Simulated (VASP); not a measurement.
The system is BeCd2S3.

```
Be Cd S
1.0
     2.92821   -2.92908    0.00000
     2.92821    2.92908    0.00000
     0.00000    0.00000    7.17911
Be Cd S
1 2 3
Direct
  0.50000 0.50000 0.50000
  0.00000 0.50000 0.50000
  0.50000 0.00000 0.50000
  0.50000 0.50000 0.84868
  0.50000 0.50000 0.15132
  0.00000 0.00000 0.50000
```

The cell was built by a generator and needn't be a form met in nature.

| Property | Result |
| --- | --- |
| Program | VASP 6.6.1 |
| Task | relaxation of cell and atoms |
| Functional | PBE |
| Potentials or basis | VASP PAW PBE potentials, release 64 (Be, Cd, S) |
| Cutoff | 520 eV |
| k mesh | 4 × 4 × 2 |
| Occupations | gaussian, width 0.15 eV |
| Spin | no spin polarisation |

At the start: pressure 41.4 GPa; volume 20.52 Å³/atom.

Task: Where does the relaxation end?

Result: Over 22 steps the energy falls by 2071.9 meV/atom and the volume is 38.88 Å³/atom (+89.4 %); space group P4/mmm (No. 123, to 0.05 Å).

The path:
```tsv
step	energy change (eV)	largest force (eV/Å)	pressure (GPa)	volume (Å³)
1	0.0000	0.4660	41.45	123.15
2	-8.5961	1.2447	-6.09	232.16
3	-9.3650	0.3057	-2.21	184.01
4	-9.4021	0.4693	-3.44	193.15
5	-9.4049	0.4146	-3.23	190.75
6	-10.0197	2.3542	-1.37	177.26
7	-10.1327	3.4095	0.34	170.74
8	-10.3727	1.8505	1.30	165.88
9	-10.3852	1.2236	1.83	164.00
10	-10.5047	1.5537	1.12	166.76
11	-10.8321	2.5113	-0.95	175.07
12	-11.1585	3.9297	-3.64	191.70
13	-11.2092	3.8405	-3.80	192.60
14	-11.3403	3.5990	-3.92	195.30
15	-11.5333	3.2708	-4.04	200.64
16	-11.8008	2.8534	-3.54	211.12
17	-12.2543	1.6935	-1.64	231.31
18	-10.7113	8.0449	6.01	268.57
19	-12.4239	0.3728	0.25	233.84
20	-12.4292	0.2445	0.11	232.80
21	-12.4309	0.1053	0.06	233.06
22	-12.4313	0.0000	-0.03	233.26
```

Final structure:
```
CELL_PARAMETERS angstrom
3.64938 -3.64911 0.00000
3.64938 3.64911 0.00000
0.00000 0.00000 8.75807
ATOMIC_POSITIONS crystal
Be 0.50000 0.50000 0.50000
Cd 0.00000 0.50000 0.50000
Cd 0.50000 0.00000 0.50000
S 0.50000 0.50000 0.70953
S 0.50000 0.50000 0.29047
S 0.00000 0.00000 0.50000
```

Caveat: the k mesh is coarse (spacing up to 0.44 Å⁻¹), so the values aren't converged; the volume moved by over 15 % at a fixed basis, so the end points are rough.
